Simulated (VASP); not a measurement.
An input for Ansatz (written as the equivalent of a VASP run, and not itself run):

Ansatz 0.2 input:
```yaml
crystal:
  lattice:
    - [4.5310551, 0.0000000, 0.0000000]
    - [0.0000000, 4.5310551, 0.0000000]
    - [0.0000000, 0.0000000, 4.5310551]
  atoms:
    - { symbol: Ag, position: [0.7500000, 0.2500000, 0.7500000] }
    - { symbol: Ag, position: [0.2500000, 0.7500000, 0.7500000] }
    - { symbol: Ag, position: [0.7500000, 0.7500000, 0.2500000] }
    - { symbol: Ag, position: [0.2500000, 0.2500000, 0.2500000] }
    - { symbol: O, position: [1.0000000, 0.0000000, 0.0000000] }
    - { symbol: O, position: [0.5000000, 0.5000000, 0.5000000] }
kpoints:
  mp_grid: { grid: [5, 5, 5] }
hamiltonian:
  xc: pbe
  pseudopotentials: { kind: paw }
scf:
  occupations: { method: gaussian, width: 0.05 }
  max_iter: 100
relax:
  max_steps: 40
  f_tol: 0.02
  cell: { p_target: 20 }
output: { forces: true, stress: true, eigenvalues: true }
```

Q: Translate this input to VASP (INCAR, KPOINTS, POSCAR, choice of POTCAR).

A: One answer among several that fit: 
### POSCAR
```
Ag2O
1.0
  4.5310551076   0.0000000000   0.0000000000
  0.0000000000   4.5310551076   0.0000000000
  0.0000000000   0.0000000000   4.5310551076
Ag O
4 2
Cart
  3.3982913307   1.1327637769   3.3982913307
  1.1327637769   3.3982913307   3.3982913307
  3.3982913307   3.3982913307   1.1327637769
  1.1327637769   1.1327637769   1.1327637769
  4.5310551076   0.0000000000   0.0000000000
  2.2655275538   2.2655275538   2.2655275538
```

### KPOINTS
```
Automatic mesh
0
Gamma
5 5 5
0 0 0
```

INCAR:
```
! general
SYSTEM =Ag2O
PREC   =Accurate
ENCUT  =620
LREAL  =.FALSE.
LASPH  =.TRUE.

! electronic loop
EDIFF  =1E-6
NELM   =100
ALGO   =Normal
LMAXMIX=4

! smearing
ISMEAR =0
SIGMA  =0.05

! functional
GGA    =PE

! ions
IBRION =2
NSW    =40
ISIF   =3
EDIFFG =-0.02
PSTRESS=200

! output
LWAVE  =.FALSE.
LCHARG =.FALSE.
```

POTCAR, in this order: Ag O (PBE.64 set). Program: vasp_std.

The two are equivalent in intent, not identical: each code has its own PAW files, so the cut-off isn't converted (ENCUT is set for VASP's; basis.ecutwfc is left out, and Ansatz then takes the one that its files recommend); Ansatz stops its SCF on the density residual and VASP on the energy change (EDIFF).

The compound is Ag2O in the cuprite structure. It was relaxed first under an external pressure of 20 GPa.
